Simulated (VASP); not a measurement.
Given:

```yaml
crystal:
  lattice:
    - [0.00000, 2.56345, 2.56345]
    - [2.56345, 0.00000, 2.56345]
    - [2.56345, 2.56345, 0.00000]
  atoms:
    - { symbol: Ba, position: [0.00000, 0.00000, 0.00000] }
    - { symbol: O, position: [0.50000, 0.50000, 0.50000] }
```

These are PBEsol GGA, VASP's PBE PAW potentials (set 64) (plane waves; VASP) values and carry that method's errors. Numerical set-up: 620 eV cut-off, 9×9×9 Γ-centred mesh, Gaussian smearing of 0.050 eV, potentials Ba_sv O.

### Question
What does the run give for the energy per atom (σ→0), pressure?

### Answer

The energy per atom (σ→0) is -5.871 eV/atom and the pressure comes out as 299.6 kbar.

The structure was generated: BaO was put into the rock salt type (Fm-3m), which need not be its known phase. It was relaxed first under an external pressure of 30 GPa.
